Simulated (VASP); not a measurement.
Consider the following.

```xyz
6
Lattice="1.6454 -2.8500 0.0000 1.6454 2.8500 0.0000 0.0000 0.0000 13.0234" Properties=species:S:1:pos:R:3 pbc="T T T"
W      1.6454     0.9500     3.2559
W      1.6454    -0.9500     9.7676
Se     1.6454     0.9500    11.4522
Se     1.6454    -0.9500     4.9405
Se     1.6454    -0.9500     1.5712
Se     1.6454     0.9500     8.0829
```

Computed with PBE GGA with D3 dispersion (zero damping), VASP's PBE PAW potentials (set 64) (plane waves; VASP). Numerical set-up: 520 eV cut-off, 7×7×2 Γ-centred mesh, Gaussian smearing of 0.050 eV, potentials W_sv Se.

Task: Predict the energy per atom (σ→0).

Result: 
The energy per atom (σ→0) is -7.521 eV/atom.

Only differences to runs with the same potentials and settings are physical.

The compound is WSe2 in the 2H layered structure. It was relaxed first. The start is the result of an earlier pass.
